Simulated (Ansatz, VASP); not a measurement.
**KGeF3: VASP beside Ansatz**

File INCAR:

```
PREC = Accurate ; ENCUT = 520
EDIFF = 1E-7 ; ISMEAR = 0
SIGMA = 0.05 ; LREAL = F
LASPH = T ; NELM = 100
ALGO = Normal ; ISIF = 2
LWAVE = F ; LCHARG = F
GGA = PE ; NBANDS = 30
```

The input KPOINTS:

```
regular mesh
0
Gamma
  4 4 4
```

POSCAR

```
KGeF3
1.0
    4.1200000000      0.0000000000      0.0000000000
    0.0000000000      4.1200000000      0.0000000000
    0.0000000000      0.0000000000      4.1200000000
K Ge F
1 1 3
Direct
    0.0000000000      0.0000000000      0.0000000000
    0.5000000000      0.5000000000      0.5000000000
    0.5000000000      0.5000000000      0.0000000000
    0.5000000000      0.0000000000      0.5000000000
    0.0000000000      0.5000000000      0.5000000000
```

Input for Ansatz:

```yaml
crystal:
  lattice:
    - [4.12, 0.0, 0.0]
    - [0.0, 4.12, 0.0]
    - [0.0, 0.0, 4.12]
  atoms:
    - { symbol: K, position: [0.0, 0.0, 0.0] }
    - { symbol: Ge, position: [0.5, 0.5, 0.5] }
    - { symbol: F, position: [0.5, 0.5, 0.0] }
    - { symbol: F, position: [0.5, 0.0, 0.5] }
    - { symbol: F, position: [0.0, 0.5, 0.5] }
basis:
  ecutwfc: 420
kpoints:
  mp_grid: { grid: [4, 4, 4] }
hamiltonian:
  xc: pbe
scf:
  occupations: { method: gaussian, width: 0.05 }
output:
  forces: true
  stress: true
  eigenvalues: true
```

The cell comes from a database or a generator and needn't be the stable form of this composition.

Alike in both runs: task single point; functional PBE; k mesh 4 × 4 × 4; occupations gaussian, width 0.05 eV; no spin polarisation.

```csv
,VASP,Ansatz
version,VASP 6.6.1,Ansatz 0.2.0
potentials or method,"VASP PAW PBE potentials, release 64 (K_sv, Ge_d, F)","scalar-relativistic, plane waves, PAW"
plane-wave cutoff (eV),520,420
valence electrons in the cell,44,44
```

```csv
,VASP,Ansatz,Ansatz less VASP
gap on the k mesh at the Fermi level (eV),0.66,0.68,+0.017
least direct gap on the mesh (eV),0.66,0.68,+0.017
pressure (GPa),20.1,20.0,-0.07
```

Caveats: so large a pressure means that the cell lies far from this level's equilibrium, or that cutoff or potentials fall short (VASP). A hybrid or GW would open this gap; PBE tends to underestimate it. A k mesh can miss the band edges.
